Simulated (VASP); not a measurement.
# A VASP study of RbAgI2 (PBE + rVV10): structure first, properties next

Wanted: the relaxed cell of RbAgI2 and its properties. The steps: rough relaxation of the start cell, relaxing cell and atoms (PBE + rVV10), density, ELF and potential (PBE + rVV10), bands along the symmetry lines (PBE + rVV10), density of states (PBE + rVV10), dielectric tensor and Born charges (PBE + rVV10) and field gradients at the nuclei (PBE + rVV10). The cell is invented: it takes the structure of COD entry 9008829, AgI (space group 216 there), with some of its atoms replaced by other elements, volume scaled by an estimate. It may not be a known or stable phase.

Calculated with VASP 6.6.1; PBE with rVV10; plane waves and PAW (I, Ag, Rb_sv); invented cell.

Most raw output is cut from this account.

### 1. Starting point

Before any relaxation, the start is as follows. It takes space group P-4m2 (No. 115, tetragonal). Conventional cell: a = 4.821 Å, b = 4.821 Å, c = 6.819 Å, α = 90.00°, β = 90.00°, γ = 90.00°. Nearest to I lie 2 Rb at 2.95 Å and 2 Ag at 2.95 Å. Nearest to Ag lie 4 I at 2.95 Å. Nearest to Rb lie 4 I at 2.95 Å. It derives from AgI. it takes the structure of COD entry 9008829, AgI (space group 216 there), with some of its atoms replaced by other elements, volume scaled by an estimate. Farther neighbours and most contacts between anions are not listed.

### 2. Rough relaxation of the start cell

The start is only an estimate, so a cheap relaxation brings it near a minimum before any careful run. PBE, the usual starting point, adds the gradient of the density. LUSE_VDW switches on a nonlocal correlation term for dispersion.

The input, INCAR:

```
SYSTEM = RbAgI2
PREC = Normal
ENCUT = 400
EDIFF = 1E-05
NELM = 60
ISMEAR = 0
SIGMA = 0.05
LREAL = .FALSE.
ALGO = Fast
GGA = PE
LUSE_VDW = .TRUE.
IVDW_NL = 2
BPARAM = 10
CPARAM = 0.0093
LASPH = .TRUE.
NBANDS = 23
LORBIT = 11
LWAVE = .FALSE.
LCHARG = .FALSE.
KPAR = 2
IBRION = 2
NSW = 40
ISIF = 3
EDIFFG = -0.04
```

The input, POSCAR:

```
RbAgI2
1.0
    4.8214320000      0.0000000000      0.0000000000
    0.0000000000      4.8214320000      0.0000000000
    0.0000000000      0.0000000000      6.8185350000
I Ag Rb
2 1 1
Direct
    0.0000000000      0.5000000000      0.2500000000
    0.5000000000      0.0000000000      0.7500000000
    0.0000000000      0.0000000000      0.0000000000
    0.5000000000      0.5000000000      0.5000000000
```

The input, KPOINTS:

```
Automatic mesh
0
Gamma
4 4 3
0 0 0
```

Potentials, in the order of the species: I, Ag and Rb_sv (PBE family, release 64).

The run is started by

```sh
$ mpirun -np 2 vasp_std
```

Run time: 6.8 min. Hardware: 2 MPI ranks of AMD EPYC 7R43, shared host; peak memory 0.47 GiB; 14 min of CPU time.

The gap is read on the k-mesh alone, so it is an upper bound where the band edges lie off the mesh. This relaxation is a rough one on cheap settings, only to bring the start near its minimum. After so large a change of volume the plane waves of the start cell no longer fit, so the final stress carries a basis-set error. The run keeps the 8 symmetry operations of its start, so it cannot find a distortion of lower symmetry.

Step by step:

```
step  energy less that of the first step (eV)  largest force (eV/Å)  pressure (GPa)  volume (Å³)
   1                                   0.0000                2.4669            6.32       158.51
   2                                  -1.0781                1.2085            0.19       197.15
   3                                  -1.1366                0.9218           -0.87       213.44
   4                                  -1.1366                0.9507           -0.79       211.51
   5                                  -1.2654                0.8527           -0.66       206.58
   6                                  -1.5317                0.4108            0.09       192.22
   7                                  -0.8702                1.5080            5.56       165.38
   8                                  -1.5544                0.2744            0.41       188.63
   9                                  -1.5600                0.1227            0.76       185.62
  10                                  -1.5864                0.0456            0.04       194.38
  11                                  -1.5865                0.0406            0.10       193.94
  12                                  -1.5865                0.0414            0.08       194.11
  13                                  -1.5870                0.0119            0.00       194.82
```

```
conventional cell, symmetrised  before  after   change
                         a (Å)   4.821  5.085   +5.5 %
                         b (Å)   4.821  5.085   +5.5 %
                         c (Å)   6.819  7.534  +10.5 %
              volume (Å³/atom)   39.63  48.71  +22.9 %
```

The atoms that moved most (Å, as changes of fractional coordinates times the final cell):

```
atom     dx     dy      dz  length
  I2  0.000  0.000   0.530   0.530
  I1  0.000  0.000  -0.530   0.530
```

Final coordinates:

```
I Ag Rb
1.0
     5.08529    0.00000    0.00000
     0.00000    5.08529    0.00000
     0.00000    0.00000    7.53373
I Ag Rb
2 1 1
Cartesian
  0.0000 2.5426 1.3532
  2.5426 0.0000 6.1805
  0.0000 0.0000 0.0000
  2.5426 2.5426 3.7669
```

A gap read on the k-mesh alone can miss the band edges.

Numbers from this step:

```
electrons                       : 34
bands                           : 23
irreducible k-points            : 12
symmetry operations             : 8
free energy (TOTEN)             : -8.269 eV
Fermi energy                    : 0.3701 eV
pressure                        : -0.003180 GPa
metallic                        : no
valence top at k                : 0, 0, 0.3333
conduction bottom at k          : 0, 0, 0
least direct gap at k           : 0, 0, 0
SCF cycles over all ionic steps : 124
gap on the k-mesh               : 2.129 eV
least direct gap on the k-mesh  : 2.171 eV
```

It ends with a largest force of 0.012 eV/Å and a pressure of 0.00 GPa.

### 3. Relaxing cell and atoms (PBE + rVV10)

Properties are meant for the cell that this level of theory prefers, so cell and atoms are relaxed first (ISIF = 3) until forces and stress are small; EDIFFG sets the threshold.

The input, INCAR:

```
SYSTEM = RbAgI2
PREC = Accurate
ENCUT = 400
EDIFF = 1E-06
NELM = 100
ISMEAR = 0
SIGMA = 0.05
LREAL = .FALSE.
ALGO = Normal
GGA = PE
LUSE_VDW = .TRUE.
IVDW_NL = 2
BPARAM = 10
CPARAM = 0.0093
LASPH = .TRUE.
NBANDS = 23
LORBIT = 11
LWAVE = .FALSE.
LCHARG = .FALSE.
KPAR = 2
IBRION = 2
NSW = 60
ISIF = 3
EDIFFG = -0.01
```

The input, POSCAR:

```
RbAgI2
1.0
    5.0852941968      0.0000000000      0.0000000000
    0.0000000000      5.0852941968      0.0000000000
    0.0000000000      0.0000000000      7.5337341447
I Ag Rb
2 1 1
Direct
    0.0000000000      0.5000000000      0.1796178483
    0.5000000000      0.0000000000      0.8203821517
    0.0000000000      0.0000000000      0.0000000000
    0.5000000000      0.5000000000      0.5000000000
```

KPOINTS is that of step 2.

The run is started by

```sh
$ mpirun -np 2 vasp_std
```

Wall time 17 min (2 MPI ranks); peak memory 0.92 GiB; 34 min of CPU time.

Step by step:

```
step  energy less that of the first step (eV)  largest force (eV/Å)  pressure (GPa)  volume (Å³)
   1                                   0.0000                0.0125            0.04       194.82
   2                                  -0.0001                0.0107            0.02       195.17
   3                                  -0.0002                0.0050           -0.04       196.19
   4                                  -0.0003                0.0063           -0.08       196.19
   5                                  -0.0005                0.0090           -0.08       196.19
   6                                  -0.0008                0.0144           -0.09       196.18
   7                                  -0.0010                0.0171           -0.05       195.73
   8                                  -0.0012                0.0219            0.01       194.90
   9                                  -0.0012                0.0218            0.01       194.87
  10                                  -0.0012                0.0223            0.01       194.80
  11                                  -0.0012                0.0230            0.03       194.68
  12                                  -0.0012                0.0225            0.02       194.76
  13                                  -0.0013                0.0195            0.02       194.71
  14                                  -0.0014                0.0104            0.02       194.54
  15                                  -0.0014                0.0083            0.03       194.22
  16                                  -0.0014                0.0025            0.02       194.40
```

```
conventional cell, symmetrised  before  after  change
                         a (Å)   5.085  5.026  -1.2 %
                         b (Å)   5.085  5.026  -1.2 %
                         c (Å)   7.534  7.696  +2.2 %
              volume (Å³/atom)   48.71  48.60  -0.2 %
```

The atoms that moved most (Å, as changes of fractional coordinates times the final cell):

```
atom     dx     dy      dz  length
  I1  0.000  0.000   0.021   0.021
  I2  0.000  0.000  -0.021   0.021
```

The relaxed structure:

```
I Ag Rb
1.0
     5.02585    0.00000    0.00000
     0.00000    5.02585    0.00000
     0.00000    0.00000    7.69642
I Ag Rb
2 1 1
Cartesian
  0.0000 2.5129 1.4037
  2.5129 0.0000 6.2928
  0.0000 0.0000 0.0000
  2.5129 2.5129 3.8482
```

This step gave:

```
free energy (TOTEN)             : -8.291 eV
Fermi energy                    : 0.5252 eV
pressure                        : 0.02213 GPa
SCF cycles over all ionic steps : 100
gap on the k-mesh               : 2.115 eV
least direct gap on the k-mesh  : 2.158 eV
```

It ends with a largest force of 0.003 eV/Å and a pressure of 0.02 GPa.

### 4. Density, ELF and potential (PBE + rVV10)

The relaxed cell gets a fresh self-consistent run, on a basis set for its own volume, to fix the density and to check the remaining stress.

Changes to INCAR since step 3:

```diff
@@ -18,7 +18,5 @@
 LWAVE = .FALSE.
-LCHARG = .FALSE.
-KPAR = 2
-IBRION = 2
-NSW = 60
-ISIF = 3
-EDIFFG = -0.01
+LCHARG = .TRUE.
+ISIF = 2
+LELF = .TRUE.
+LVHAR = .TRUE.
```

The input, POSCAR:

```
RbAgI2
1.0
    5.0258463357      0.0000000000      0.0000000000
    0.0000000000      5.0258463357      0.0000000000
    0.0000000000      0.0000000000      7.6964204468
I Ag Rb
2 1 1
Direct
    0.0000000000      0.5000000000      0.1823794900
    0.5000000000      0.0000000000      0.8176205100
    0.0000000000      0.0000000000      0.0000000000
    0.5000000000      0.5000000000      0.5000000000
```

KPOINTS is that of step 3.

The run is started by

```sh
$ mpirun -np 2 vasp_std
```

Run time: 78 s. Hardware: 2 MPI ranks; peak memory 0.57 GiB.

Numbers from this step:

- SCF cycles: 14
- bands: 24
- free energy (TOTEN): -8.292 eV
- Fermi energy: 0.525 eV
- pressure: 0.02940 GPa

Valence electrons inside each PAW sphere by angular momentum. Sphere charges, by row:

```
atom  s (e)  p (e)  d (e)  tot (e)
  I1  1.496  2.797  0.014    4.306
  I2  1.496  2.797  0.014    4.306
 Ag3  0.279  0.189  9.298    9.767
 Rb4  1.942  5.348  0.025    7.315
```

Electrostatic potential energy in the ac plane at fractional y = 0.000, with atoms of I and Ag within 0.2 Å of it. With pseudopotentials it is smooth inside the atoms' cores, unlike the true potential.

Ten even steps from '_' (-76 eV) to '@' (5 eV), each cell a mean:
```
..--**@@@@@@%%%%%%@@@@%%==::
==++%%@@@@**--::==%%@@@@##==
%%%%@@@@##::______++%%@@@@%%
@@@@@@@@**..______--%%@@@@@@
@@@@@@@@##::______==%%@@@@@@
@@@@@@@@%%**::::==##@@@@@@@@
@@@@@@@@@@@@%%%%%%@@@@@@@@@@
@@@@@@@@@@@@@@@@@@@@@@@@@@@@
@@@@@@@@@@@@@@@@@@@@@@@@@@@@
@@@@@@@@@@@@@@@@@@@@@@@@@@@@
@@@@@@@@@@@@@@@@@@@@@@@@@@@@
@@@@@@@@@@@@@@@@@@@@@@@@@@@@
@@@@@@@@@@@@@@@@@@@@@@@@@@@@
@@@@@@@@@@@@@@@@@@@@@@@@@@@@
@@@@@@@@@@@@@@@@@@@@@@@@@@@@
@@@@@@@@@@@@@@@@@@@@@@@@@@@@
@@@@@@@@@@@@@@@@@@@@@@@@@@@@
@@@@@@@@@@@@@@@@@@@@@@@@@@@@
**##@@@@@@@@@@@@@@@@@@@@%%**
::==##@@@@@@@@@@@@@@@@%%++--
..::**@@@@@@@@@@@@@@@@%%==..
```
Columns run along a (5.0 Å; values clipped at the 3rd and 97th percentile), rows up along c (7.7 Å). Atoms in or near the plane, at fractional coordinates: I at (0.50, 0.82), Ag at (0.00, 0.00).

ELF in the ac plane at fractional y = 0.000, with atoms of I and Ag within 0.2 Å of it. It is the smooth field of the valence electrons, not physical close to the nuclei.

Ten even steps from '_' (0.00) to '@' (0.88), each cell a mean:
```
____::::==%%@@@@@@**::::..__
..::::--##@@@@@@@@@@++::::..
::::::++@@@@%%##@@@@##--..::
....::##@@@@**++%%@@%%++....
__..--##@@@@%%##%%@@%%**::..
__..--##@@@@@@@@@@@@%%++::__
____--**%%@@@@@@@@@@##++..__
____::==##%%@@@@%%%%**--..__
____..::==**####**++--..____
________..::------::..______
____________________________
____________________________
____________________________
____________________________
____________________________
____________________________
......__________________....
::::....____________....::::
::::::....____..____..::::::
__..::::....----::....::::__
____::::::==####**--..::..__
```
Columns run along a (5.0 Å), rows up along c (7.7 Å). Atoms in or near the plane, at fractional coordinates: I at (0.50, 0.82), Ag at (0.00, 0.00).

Valence density in the ac plane at fractional y = 0.000, with atoms of I and Ag within 0.2 Å of it. It is the smooth field of the valence electrons, not physical close to the nuclei.

Ten steps, logarithmic in the rise over the least value, from '_' (-0.5 e/Å³) to '@' (7.1 e/Å³), each cell a mean:
```
@@%%**++++++++++++++++++##@@
####++++++++**++++++++++**##
++++++++++**++==++++++++++++
======++++++--__++++++======
======++++++++==++++++======
========++++**++**++++======
==========++++++++++========
============================
============================
============================
============================
============================
============================
============================
============================
============================
============================
++========================++
****++==================++**
%%%%**================++##%%
@@%%##++==============++##@@
```
Columns run along a (5.0 Å), rows up along c (7.7 Å). Atoms in or near the plane, at fractional coordinates: I at (0.50, 0.82), Ag at (0.00, 0.00).

In this run the pressure is 0.03 GPa, small enough to go on.

### 5. Bands along the symmetry lines (PBE + rVV10)

Levels along the symmetry lines show where the bands peak and cross; KPOINTS_OPT computes them in the converged potential.

Changes to INCAR since step 4:

```diff
@@ -15,8 +15,6 @@
 LASPH = .TRUE.
-NBANDS = 23
+NBANDS = 31
 LORBIT = 11
 LWAVE = .FALSE.
-LCHARG = .TRUE.
-ISIF = 2
-LELF = .TRUE.
-LVHAR = .TRUE.
+LCHARG = .FALSE.
+KPAR = 2
```

POSCAR is that of step 4.

KPOINTS is that of step 4.

The input, KPOINTS_OPT:

```
Line mode
16
Line-mode
Reciprocal
  0.00000000   0.00000000   0.00000000 GAMMA
  0.00000000   0.50000000   0.00000000 X

  0.00000000   0.50000000   0.00000000 X
  0.50000000   0.50000000   0.00000000 M

  0.50000000   0.50000000   0.00000000 M
  0.00000000   0.00000000   0.00000000 GAMMA

  0.00000000   0.00000000   0.00000000 GAMMA
  0.00000000   0.00000000   0.50000000 Z

  0.00000000   0.00000000   0.50000000 Z
  0.00000000   0.50000000   0.50000000 R

  0.00000000   0.50000000   0.50000000 R
  0.50000000   0.50000000   0.50000000 A

  0.50000000   0.50000000   0.50000000 A
  0.00000000   0.00000000   0.50000000 Z

  0.00000000   0.50000000   0.00000000 X
  0.00000000   0.50000000   0.50000000 R

  0.50000000   0.50000000   0.00000000 M
  0.50000000   0.50000000   0.50000000 A
```

The run is started by

```sh
$ mpirun -np 2 vasp_std
```

The job ended after 4.8 min (2 MPI ranks; peak memory 0.93 GiB).

Spin-orbit coupling is off here; with elements this heavy it splits and shifts levels by tenths of an eV or more.

This step gave:

- bands: 31
- Fermi energy: 0.5162 eV
- pressure: 0.02852 GPa
- least gap on mesh and path: 2.074 eV
- least direct gap on mesh and path: 2.158 eV
- valence top at k: 0.1, 0.1, 0

Electronic bands along the path, in eV, zero at the valence-band top; v1 is the highest filled band, c1 the lowest empty one:

```
          point     v4     v3     v2     v1    c1    c2    c3    c4
              Γ  -1.18  -0.10  -0.08  -0.08  2.07  3.82  4.71  5.42
0.47 of the way  -0.95  -0.60  -0.16  -0.09  2.82  4.31  4.95  5.61
              X  -0.88  -0.55  -0.40  -0.21  3.55  4.61  4.90  6.00
0.47 of the way  -1.01  -0.92  -0.68  -0.36  4.24  4.52  4.61  5.67
              M  -1.31  -1.04  -0.79  -0.75  3.95  4.51  4.51  6.37
0.53 of the way  -1.27  -0.65  -0.56  -0.14  3.55  4.61  4.87  5.97
              Γ  -1.18  -0.10  -0.08  -0.08  2.07  3.82  4.71  5.42
0.53 of the way  -1.21  -0.28  -0.05  -0.05  2.50  3.92  4.73  5.23
              Z  -1.22  -0.40  -0.03  -0.03  3.02  3.73  4.82  5.27
0.47 of the way  -0.98  -0.48  -0.16  -0.12  3.26  4.08  5.18  5.47
              R  -0.66  -0.55  -0.39  -0.18  3.18  4.76  5.53  5.68
0.47 of the way  -1.01  -0.79  -0.69  -0.38  4.14  5.02  5.17  5.43
              A  -1.30  -1.09  -0.86  -0.84  4.74  4.74  4.92  5.24
0.47 of the way  -1.26  -0.68  -0.51  -0.27  4.26  4.40  5.04  5.54
              Z  -1.22  -0.40  -0.03  -0.03  3.02  3.73  4.82  5.27
      jump to X  -0.88  -0.55  -0.40  -0.21  3.55  4.61  4.90  6.00
0.47 of the way  -0.77  -0.55  -0.40  -0.20  3.36  4.69  5.18  5.76
              R  -0.66  -0.55  -0.39  -0.18  3.18  4.76  5.53  5.68
      jump to M  -1.31  -1.04  -0.79  -0.75  3.95  4.51  4.51  6.37
0.53 of the way  -1.30  -1.07  -0.82  -0.81  4.31  4.63  4.63  5.92
              A  -1.30  -1.09  -0.86  -0.84  4.74  4.74  4.92  5.24
```

Of the projections kept (I, Ag, Rb), the largest for each band there; the rest of the weight can lie on other orbitals:

```
point      v4       v3       v2       v1       c1       c2       c3       c4
    Γ  I 0.84   I 0.57   I 0.58   I 0.58  Ag 0.58  Ag 0.47  Ag 0.54   I 0.48
    X  I 0.75   I 0.78  Ag 0.51   I 0.53  Ag 0.67   I 0.47   I 0.55   I 0.62
    M  I 0.84  Ag 0.55   I 0.95  Ag 0.54  Ag 0.56   I 0.38   I 0.38   I 0.57
    Γ  I 0.84   I 0.57   I 0.58   I 0.58  Ag 0.58  Ag 0.47  Ag 0.54   I 0.48
    Z  I 0.83  Ag 0.51   I 0.59   I 0.59  Ag 0.60   I 0.71  Rb 0.35  Rb 0.49
    R  I 0.81   I 0.77  Ag 0.51   I 0.55  Ag 0.68  Rb 0.50   I 0.55  Rb 0.61
```

The path lowers the gap by 0.04 eV against the mesh alone, so a band edge lies off the mesh.

[end of part 1 of 2]

[Lines on the potential files, build, host, timing and source positions are cut from VASP's logs without a mark.]

[Logs are printed without paths, hosts, clocks, repeated set-up lines and the standing remarks that a program may print on its own settings, such as how far it seeks lower states.]

[Hosts, paths, dates, database ids (printed as entryN), source tags and the programs' standing remarks are cut or masked in the printed files.]

[A measured line is paired with the nearest computed mode of its activity, which favours agreement.]
